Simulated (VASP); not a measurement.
**C2SH2: single point with PBE**

Molecule: C2SH2, in a box.

```xyz
5
Lattice="14.0000 0.0000 0.0000 0.0000 11.0000 0.0000 0.0000 0.0000 10.0000" Properties=species:S:1:pos:R:3 pbc="T T T"
C     6.0376    4.8699    5.0306
C     7.2440    5.0049    5.0980
S     8.9017    4.9218    5.1414
H     4.9807    4.7610    5.0282
H     9.0124    6.3144    4.9383
```

The cell isn't the ideal one: atoms moved at random, drawn with an rms of 0.05 Å.

```yaml
Program: VASP 6.6.1
Task: single point
Functional: PBE
Potentials_or_basis: VASP PAW PBE potentials, release 64 (C, S, H)
Cutoff: 520 eV
k_mesh: 1 × 1 × 1
Occupations: gaussian, width 0.01 eV
Spin: no spin polarisation
```

```yaml
Largest_force: 1.663 eV/Å
Gap_between_the_frontier_levels: 4.11 eV
```

Forces on the atoms (eV/Å):
```
C    0.189  0.037  0.103
C   -0.686 -0.502 -0.086
S    0.434  1.596 -0.176
H   -0.272  0.039 -0.026
H    0.333 -1.169  0.186
```

Levels at points of the mesh, in eV from the valence-band top:
| k point | band 6 | band 7 | band 8 | band 9 | band 10 | band 11 |
| --- | --- | --- | --- | --- | --- | --- |
| (0.00, 0.00, 0.00) | -2.70 | -1.19 | 0.00 | 4.11 | 4.99 | 5.55 |

It took 2.2 min on 1 thread of Intel(R) Xeon(R) 6975P-C (Granite Rapids) (shared host), peak memory 1.2 GiB.

Caveat: the standard files for N, O and F lose accuracy on very short bonds.
